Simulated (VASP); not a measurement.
Given:

Space group P6₃/mmc (No. 194); a = 2.467 Å, b = 2.467 Å, c = 7.927 Å, α = 90.00°, β = 90.00°, γ = 120.00°

```json
[
 {"atom": "C", "site": "2b", "symmetry": "-6m2", "x": "0.0000", "y": "0.0000", "z": "0.2500"},
 {"atom": "C", "site": "2c", "symmetry": "-6m2", "x": "0.3333", "y": "0.6667", "z": "0.2500"}
]
```

Method: PBE GGA, VASP's PBE PAW potentials (set 64) (plane waves; VASP). Numerical set-up: 600 eV cut-off, 10×10×4 Γ-centred mesh, Gaussian smearing of 0.050 eV, potentials C.

Without a dispersion term in the relaxation, distances and binding between the weakly bound layers, chains or molecules are unreliable, and so is what depends on them.

Each relaxation starts from this cell; other phases were not tried.

### Question
The cell is relaxed at 5 GPa. What happens?

### Answer
The volume per atom goes from 10.45 to 8.50 Å³ (-18.6 %), and the cell becomes a = b = 2.456 Å, c = 6.511 Å, α = β = 90.00°, γ = 120.00°, space group P6_3/mmc.

### Question
The cell is relaxed at 20 GPa. What happens?

### Answer
The volume per atom goes from 10.45 to 7.28 Å³ (-30.4 %), and the cell becomes a = 2.433 Å, b = 2.433 Å, c = 5.678 Å, α = 90.00°, β = 90.00°, γ = 120.00°, space group P6_3/mmc.

Failed runs are left out, and for metals the shear rows, which the mesh's noise covers.

The compound is C in the graphite structure.
